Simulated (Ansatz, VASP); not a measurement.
## Cross-check of NaMn between VASP and Ansatz

Aim: how closely do two programs agree when they are given the same cell, functional and k mesh? The two relaxations start from unlike cells of this crystal (the structure described is Ansatz's start), so only their ends are compared.

Method: plane waves, with VASP 6.6.1 beside it; relaxation of cell and atoms at PBE, in Ansatz 0.2.0.

### Step 1. Set-up

Symmetry: Pm-3m, No. 221, cubic system. Conventional cell: a = 3.456 Å, b = 3.456 Å, c = 3.456 Å, α = 90.00°, β = 90.00°, γ = 90.00°. Nearest to Mn lie 8 Na at 2.99 Å. Nearest to Na lie 8 Mn at 2.99 Å. Farther neighbours are not listed.

### Step 2. Ansatz: relaxation of cell and atoms, PBE

Ansatz runs on its PAW soft_1 files.

The relaxed volume is the usual yardstick between codes: in a stiff, nearly cubic crystal its relative difference is about their pressure difference at one cell divided by the bulk modulus.

input.yaml reads:

```yaml
crystal:
  lattice:
    - [3.456, 0.0, 0.0]
    - [0.0, 3.456, 0.0]
    - [0.0, 0.0, 3.456]
  atoms:
    - { symbol: Mn, position: [0.5, 0.5, 0.5], spin: 4.0 }
    - { symbol: Na, position: [0.0, 0.0, 0.0] }
magnetization:
  spin_polarized: true
kpoints:
  mp_grid: { grid: [8, 8, 8] }
scf:
  occupations: { method: fermi_dirac, width: 0.05 }
hamiltonian:
  xc: pbe
  pseudopotentials: { kind: paw, azcp: { folder: soft_1 } }
relax:
  f_tol: 0.015
  max_steps: 70
  cell: {}
output:
  forces: true
  stress: true
```

Command:

```
$ ansatz run input.yaml --threads 4 --pin off --max-ram 8192MiB --backend cpu --events-out ev --progress --plain --runs-dir out
```

Numbers of over 12 decimals in the logs are rounded to 6 here.

The log of the run:

```text
Engine: ansatz 0.2.0, aarch64-unknown-linux-gnu
Pseudopotentials: kind: paw
Pseudopotential: Mn, paw, valence charge 15, recommended cutoff 420 eV (normal), soft_1/Mn.paw.azcp
Pseudopotential: Na, paw, valence charge 9, recommended cutoff 420 eV (normal), soft_1/Na.paw.azcp
Functional definition: PBE
  parameter kappa = 0.804
  parameter beta = 0.066725
  exchange = pbe_x(kappa = kappa, mu = beta*pi^2/3)
  correlation = pbe_c(beta = beta)
Crystal: 2 atoms, lattice volume = 41.278 Å³
Basis set: ecut = 420 eV, 799 PW (Γ), exchange–correlation on 48×48×48 points (8 copies of the dense FFT grid, shifted against one another)
Bands: 18, of which v1, the nominal top of the filled ones, is band 12 counted from 1 (11 counted from 0)
Symmetry: 48 space group operations
Space group: Pm-3m (ITA 221), of the structure as read, at distance tolerance 3.5e-5 Å
Magnetic group: BNS 221.92 (UNI 1594), of the structure as read, at distance tolerance 3.5e-5 Å
k-points: 35 of 512
Non-local potential: Mn, projectors of the file, l = 0: 3, l = 1: 2, l = 2: 3, l = 3: 1
Non-local potential: Na, projectors of the file, l = 0: 3, l = 1: 2, l = 2: 1
PAW form: soft (Blöchl's): semilocal exchange-correlation on the pseudo side does not see the compensation charge
PAW one-centre angular grid: Mn, 590 points (default); XC on 64 Gauss nodes
PAW one-centre angular grid: Na, 110 points (default); XC on 64 Gauss nodes
Initial density: superposition of atomic densities (chi_scale 0.1, normalization cell)
Starting moments: Σ|m| = 4 μB on 1 of 2 sites
Initial wavefunctions: pseudopotential atomic-orbital guess
Functional: x = pbe(κ = 0.804, μ = 0.219515), c = pbe(β = 0.066725)
iter 1 solved again at ethr=1.06e-3 eV; its pass at ethr=3.10e-3 eV (dr2=2.55e-1 eV) is discarded
SCF iter   1: F=—  HF=-5382.813856 eV  |F-HF|=—  |Δ(HF+E_count)|=         —  Δρ=3.08e-2 (↑3.08e-2 ↓7.53e-3)  dr2=2.53e-1  dr2_m=1.17e-1  M=4.176 μB ∫|m|=4.252 μB  β_m=0.30  ethr=1.06e-3  ⟨swp⟩=1.0  Hψ=7245  notcnv=0
Mixer restart at iter 1: flushing history
preconditioner: auto → none  [metal: Δε(μ)=0.022 eV  Ē_g=6.083 eV  σ=0.050 eV  W_gap=0.11  n_scr=6 (ndim 8)  ℏωp=16.3 eV  f_vac=0.000  D(μ)=2.46/eV (n_scr^D=26)  sad-step TF]
SCF iter   2: F=—  HF=-5383.096976 eV  |F-HF|=—  |Δ(HF+E_count)|=         —  Δρ=2.30e-2 (↑2.30e-2 ↓9.15e-3)  dr2=1.03e-1  dr2_m=9.17e-2  M=4.231 μB ∫|m|=4.326 μB  β_m=0.30  ethr=1.05e-3  ⟨swp⟩=2.0  Hψ=1808  notcnv=0
Mixer restart at iter 2: flushing history
SCF iter   3: F=—  HF=-5383.187701 eV  |F-HF|=—  |Δ(HF+E_count)|=   9.07e-2  Δρ=1.13e-2 (↑1.13e-2 ↓8.25e-3)  dr2=1.33e-2  dr2_m=3.41e-2  M=4.223 μB ∫|m|=4.328 μB  β_m=0.45  ethr=4.28e-4  ⟨swp⟩=2.3  Hψ=2100  notcnv=0  defer=2
SCF iter   4: F=—  HF=-5383.245507 eV  |F-HF|=—  |Δ(HF+E_count)|=   5.78e-2  Δρ=7.92e-3 (↑7.92e-3 ↓2.37e-3)  dr2=3.50e-2  dr2_m=3.86e-3  M=4.175 μB ∫|m|=4.311 μB  β_m=0.40  ethr=5.56e-5  ⟨swp⟩=2.1  Hψ=2119  notcnv=0  defer=4
SCF iter   5: F=—  HF=-5383.266891 eV  |F-HF|=—  |Δ(HF+E_count)|=   2.14e-2  Δρ=1.54e-3 (↑5.91e-4 ↓1.54e-3)  dr2=9.85e-4  dr2_m=2.44e-4  M=4.165 μB ∫|m|=4.311 μB  β_m=0.70  ethr=5.56e-5  ⟨swp⟩=2.1  Hψ=2234  notcnv=0  defer=4
SCF iter   6: F=—  HF=-5383.271055 eV  |F-HF|=—  |Δ(HF+E_count)|=   4.16e-3  Δρ=8.23e-4 (↑3.43e-4 ↓8.23e-4)  dr2=3.94e-4  dr2_m=4.30e-5  M=4.147 μB ∫|m|=4.306 μB  β_m=0.76  ethr=4.11e-6  ⟨swp⟩=2.0  Hψ=2052  notcnv=0  defer=7
SCF iter   7: F=—  HF=-5383.271398 eV  |F-HF|=—  |Δ(HF+E_count)|=   3.44e-4  Δρ=9.41e-5 (↑5.33e-5 ↓9.41e-5)  dr2=1.34e-6  dr2_m=1.42e-6  M=4.141 μB ∫|m|=4.304 μB  β_m=0.88  ethr=1.64e-6  ⟨swp⟩=3.0  Hψ=2184  notcnv=0  defer=8
SCF iter   8: F=—  HF=-5383.271396 eV  |F-HF|=—  |Δ(HF+E_count)|=   2.63e-6  Δρ=3.54e-5 (↑1.75e-5 ↓3.54e-5)  dr2=4.26e-7  dr2_m=1.10e-7  M=4.140 μB ∫|m|=4.303 μB  β_m=0.94  ethr=5.57e-9  ⟨swp⟩=2.0  Hψ=2131  notcnv=0  defer=8
SCF iter   9: F=—  HF=-5383.271396 eV  |F-HF|=—  |Δ(HF+E_count)|=   4.91e-7  Δρ=6.93e-6 (↑2.44e-6 ↓6.93e-6)  dr2=1.28e-8  dr2_m=4.99e-9  M=4.140 μB ∫|m|=4.303 μB  β_m=0.97  ethr=1.77e-9  ⟨swp⟩=2.0  Hψ=2046  notcnv=0  defer=8
SCF iter  10: F=-5383.271396 eV  HF=-5383.271396 eV  |F-HF|=2.45e-10  |Δ(HF+E_count)|=   3.54e-8  Δρ=9.62e-7 (↑9.62e-7 ↓8.51e-7)  dr2=1.01e-9  dr2_m=9.28e-11  M=4.140 μB ∫|m|=4.303 μB  ethr=5.33e-11  ⟨swp⟩=1.9  Hψ=3790  notcnv=0
SCF 1 converged in 10 iterations: F = -5383.271396 eV  dr2 = 1.01e-9
  greatest PAW one-centre occupation: 1.000 electrons in one spin orbital (limit 2), on the Mn atom at site 0 (counted from 0), in its partial waves of l = 0
relax step   1: F+E_penalty+E_count = -5383.27139633 eV  Δ(F+E_penalty+E_count) = +0.000e0 eV  max|allowed force component| = 5.744e-29 eV/Å  Δτ_max = 0.0000 Å  P = +3.284 GPa  Ω = 41.278 Å³  (10 SCF iters, dr2 threshold 1.00e-7 eV, accepted)
[...]
relax step   3: F+E_penalty+E_count = -5383.31905226 eV  Δ(F+E_penalty+E_count) = -7.399e-3 eV  max|allowed force component| = 9.425e-30 eV/Å  Δτ_max = 0.0000 Å  P = +0.201 GPa  Ω = 46.211 Å³  energy of the carried Pulay correction = -1.306e-3 eV  (8 SCF iters, dr2 threshold 2.00e-7 eV, accepted)
[...]
relax step   4: F+E_penalty+E_count = -5383.31922766 eV  Δ(F+E_penalty+E_count) = -1.754e-4 eV  max|allowed force component| = 1.057e-29 eV/Å  Δτ_max = 0.0000 Å  P = +0.007 GPa  Ω = 46.653 Å³  energy of the carried Pulay correction = -1.416e-3 eV  (7 SCF iters, dr2 threshold 1.01e-7 eV, accepted)
[...]
relax step   5: F+E_penalty+E_count = -5383.32083784 eV  Δ(F+E_penalty+E_count) = -1.610e-3 eV  max|allowed force component| = 1.057e-29 eV/Å  Δτ_max = 0.0000 Å  P = +0.033 GPa  Ω = 46.653 Å³  stress off target by 3.33e-2 GPa  SCF on the basis re-selected at this cell (its energy is not comparable with the rows above)  (10 SCF iters)
basis re-selected at this cell: Δ(F+E_penalty+E_count) = -1.610e-3 eV, ΔP = +0.026 GPa vs the last step (what re-selecting the basis moved, of the pressure what is left beyond the Pulay correction that the steps carried, after the strain that the cell walked since its last selection, with what the two solves' SCF thresholds leave and, on support functions, any second-order correction that the steps lacked; it is no measure of the basis error at this ecutwfc). The dense FFT grid was sized anew with the basis: this SCF ran on 25×25×25 points, the steps before it on 24×24×24, so part of this shift can come from that change (see relax.cell in the input reference). [rest of the remark cut]
SCF converged after 10 iterations
Magnetization: 4.2599 μB (14.1300 up, 9.8700 down)
Absolute magnetization: 4.4505 μB (∫|ρ↑−ρ↓|, with the PAW one-centre terms)
Spin contamination: 0.1567 ħ² per cell (⟨S²⟩ above its minimum at these occupations)
Per-site moments (μB) at R_I (Å): [(4.241743, 1.286018), (-0.049181, 1.286018)]
Free energy (F): -5383.320838 eV
Harris-Foulkes:  -5383.320838 eV  (|F-HF|=3.64e-12)
Internal energy: -5383.300138 eV  (E = F + TS)
E sigma→0 (E₀):  -5383.310488 eV
Entropy (-TS):   -0.020700 eV (-10.350 meV/atom)
Fermi energy:    6.034256 eV
--- Per-component energies (eV) ---
  E_band       = -569.607621
  E_kinetic    = 424.459180
  E_local      = -4130.858334  (includes V_loc(G=0)·N_el)
  E_nonlocal   = 746.091964
  E_hartree    = 1513.670615
  E_xc         = -141.835461
  E_vxc        = -181.252060  (∫ρ·V_xc dr)
  E_paw        = -1625.360348  (= ΣΔE_a)
  E_vpaw       = -455.389663  (= ΣTr[D̂ρ^β])
  E_aug_tail   = 0.000141  (compensation charges beyond the density's cutoff)
  E_ewald      = -2169.467896
  E_smearing   = -0.020700  (= −TS)
  E_closure    = 0.000000  (closes the sum)
  Σ components = -5383.320838   (vs F -5383.320838, Δ=0.00e0)
--- Forces (eV/Å), atoms counted from 1 ---
  atom   1  Mn     0.00000000     0.00000000     0.00000000
  atom   2  Na    -0.00000000    -0.00000000    -0.00000000
  max |Σ_I F_I| component: 2.09e-29 eV/Å
--- Stress (GPa, compression-positive) ---
        0.033328      -0.000000      -0.000000
       -0.000000       0.033328       0.000000
       -0.000000       0.000000       0.033328
  P = ⅓ Tr σ = 0.0333 GPa (0.333 kbar)
--- Relaxed structure (4 steps of the walk, 4 accepted, 1 SCFs on fresh bases) ---
  F+E_penalty+E_count = -5383.32083784 eV   max|allowed force component| = 1.057e-29 eV/Å   (the final SCF, on the basis selected at the relaxed cell)
  cell:  # Å, volume = 46.6528 Å³
    - [3.599917, 0, 0]
    - [0, 3.599917, 0.0]
    - [0, 0.0, 3.599917]
  atoms:
    - { symbol: Mn, position: [0.5, 0.5, 0.5] }
    - { symbol: Na, position: [0, 0, 0] }
```

### Step 3. VASP: relaxation of cell and atoms, PBE

Its own start cell and the same functional, mesh and smearing now go to VASP, with its own data sets.

Lines of VASP's logs that name or quote its potential files are left out, and so is its time.

INCAR reads:

```
SYSTEM = NaMn
PREC = Accurate
ENCUT = 500
EDIFF = 1E-07
NELM = 200
ISMEAR = -1
SIGMA = 0.05
LREAL = .FALSE.
ALGO = Normal
GGA = PE
NBANDS = 20
ISPIN = 2
MAGMOM = 4.24 -0.05
LASPH = .TRUE.
LMAXMIX = 4
LORBIT = 11
LWAVE = .FALSE.
LCHARG = .FALSE.
ISIF = 3
IBRION = 2
NSW = 80
EDIFFG = -0.005
GGA_COMPAT = .FALSE.
NELMIN = 4
```

POSCAR reads:

```
NaMn
1.0
    3.5905103426      0.0000000000      0.0000000000
    0.0000000000      3.5905103426      0.0000000000
    0.0000000000      0.0000000000      3.5905103426
Mn Na
1 1
Direct
    0.5000000000      0.5000000000      0.5000000000
    0.0000000000      0.0000000000      0.0000000000
```

KPOINTS reads:

```
Automatic mesh
0
Gamma
8 8 8
0 0 0
```

Potentials, in the order of the species: Mn_pv and Na_pv (PBE family, release 64).

Command:

```
$ mpirun -np 1 vasp_std
```

The log of the run:

```text
[banner, memory and clock lines left out]
running    1 mpi-ranks, on    1 nodes
 distrk:  each k-point on    1 cores,    1 groups
 distr:  one band on    1 cores,    1 groups

 POSCAR found type information on POSCAR MnNa
 POSCAR found :  2 types and       2 ions
 LDA part: xc-table for (Slater+PW92), standard interpolation
 POSCAR, INCAR and KPOINTS ok, starting setup
 FFT: planning ... GRIDC
 FFT: planning ... GRID_SOFT
 FFT: planning ... GRID
 WAVECAR not read
 entering main loop
       N       E                     dE             d eps       ncg     rms          rms(c)
DAV:   1     0.175265063215E+03    0.17527E+03   -0.11123E+04  2928   0.110E+03
DAV:   2    -0.207382799598E+01   -0.17734E+03   -0.17159E+03  2864   0.328E+02
DAV:   3    -0.896925701134E+01   -0.68954E+01   -0.68649E+01  3188   0.737E+01
DAV:   4    -0.905790417362E+01   -0.88647E-01   -0.88635E-01  3188   0.838E+00
DAV:   5    -0.905994313367E+01   -0.20390E-02   -0.20389E-02  3168   0.127E+00    0.711E+00
DAV:   6    -0.878508689603E+01    0.27486E+00   -0.75329E+00  3048   0.223E+01    0.914E+00
DAV:   7    -0.840412967728E+01    0.38096E+00   -0.14925E+00  3020   0.115E+01    0.286E+00
DAV:   8    -0.841521970233E+01   -0.11090E-01   -0.26209E-02  3104   0.108E+00    0.113E+00
DAV:   9    -0.840766284964E+01    0.75569E-02   -0.34842E-02  3020   0.101E+00    0.741E-01
DAV:  10    -0.840960076697E+01   -0.19379E-02   -0.17021E-03  3132   0.296E-01    0.583E-01
DAV:  11    -0.841213115355E+01   -0.25304E-02   -0.44161E-03  2936   0.460E-01    0.151E-01
DAV:  12    -0.841222849200E+01   -0.97338E-04   -0.24797E-04  3008   0.132E-01    0.793E-02
DAV:  13    -0.841227105090E+01   -0.42559E-04   -0.75015E-05  3148   0.725E-02    0.460E-02
DAV:  14    -0.841226915013E+01    0.19008E-05   -0.13165E-05  3064   0.249E-02    0.136E-02
DAV:  15    -0.841226790081E+01    0.12493E-05   -0.30012E-06  3092   0.159E-02    0.501E-03
DAV:  16    -0.841226790303E+01   -0.22246E-08   -0.20853E-07  2980   0.406E-03
   1 F= -.84122679E+01 E0= -.84019315E+01  d E =-.841227E+01  mag=     4.2391
 curvature:   0.00 expect dE= 0.000E+00 dE for cont linesearch  0.000E+00
 trial: gam= 0.00000 g(F)=  0.000E+00 g(S)=  0.155E-03 ort = 0.000E+00 (trialstep = 0.100E+01)
 search vector abs. value=  0.155E-03
 bond charge predicted
       N       E                     dE             d eps       ncg     rms          rms(c)
DAV:   1    -0.841789878426E+01   -0.56309E-02   -0.51838E-02  3048   0.300E+00    0.710E-01
DAV:   2    -0.841581741226E+01    0.20814E-02   -0.40438E-02  3000   0.189E+00    0.823E-01
DAV:   3    -0.841250036729E+01    0.33170E-02   -0.82000E-03  3020   0.867E-01    0.138E-01
DAV:   4    -0.841242243045E+01    0.77937E-04   -0.16798E-04  3044   0.111E-01    0.610E-02
DAV:   5    -0.841237293355E+01    0.49497E-04   -0.61195E-05  3284   0.717E-02    0.146E-02
DAV:   6    -0.841237160501E+01    0.13285E-05   -0.93473E-06  3160   0.350E-02    0.523E-03
DAV:   7    -0.841237160991E+01   -0.48999E-08   -0.50456E-07  3056   0.761E-03
   2 F= -.84123716E+01 E0= -.84020038E+01  d E =-.103707E-03  mag=     4.2435
 trial-energy change:   -0.000104  1 .order   -0.000106   -0.000155   -0.000057
 step:   1.7873(harm=  1.5775)  dis= 0.00000  next Energy=    -8.412393 (dE=-0.125E-03)
 bond charge predicted
       N       E                     dE             d eps       ncg     rms          rms(c)
DAV:   1    -0.841582444263E+01   -0.34528E-02   -0.32125E-02  3048   0.236E+00    0.557E-01
DAV:   2    -0.841452789262E+01    0.12966E-02   -0.24924E-02  3004   0.149E+00    0.647E-01
DAV:   3    -0.841248391558E+01    0.20440E-02   -0.50606E-03  3016   0.682E-01    0.109E-01
DAV:   4    -0.841243693822E+01    0.46977E-04   -0.10221E-04  2996   0.871E-02    0.479E-02
DAV:   5    -0.841240685209E+01    0.30086E-04   -0.37816E-05  3276   0.563E-02    0.113E-02
DAV:   6    -0.841240620628E+01    0.64581E-06   -0.54884E-06  3152   0.268E-02    0.396E-03
DAV:   7    -0.841240622392E+01   -0.17645E-07   -0.29713E-07  2972   0.589E-03
   3 F= -.84124062E+01 E0= -.84020154E+01  d E =-.138321E-03  mag=     4.2470
 curvature:  -0.68 expect dE=-0.240E-06 dE for cont linesearch -0.240E-06
 trial: gam=-0.04525 g(F)=  0.432E-63 g(S)=  0.351E-06 ort = 0.738E-05 (trialstep = 0.116E+01)
 search vector abs. value=  0.892E-09
 reached required accuracy - stopping structural energy minimisation
```

(Continued in part 2 of 2.)

[Lines on the potential files, build, host, timing and source positions are cut from VASP's logs without a mark.]

[Logs are printed without paths, hosts, clocks, repeated set-up lines and the standing remarks that a program may print on its own settings, such as how far it seeks lower states.]

[Hosts, paths, dates, database ids (printed as entryN), source tags and the programs' standing remarks are cut or masked in the printed files.]
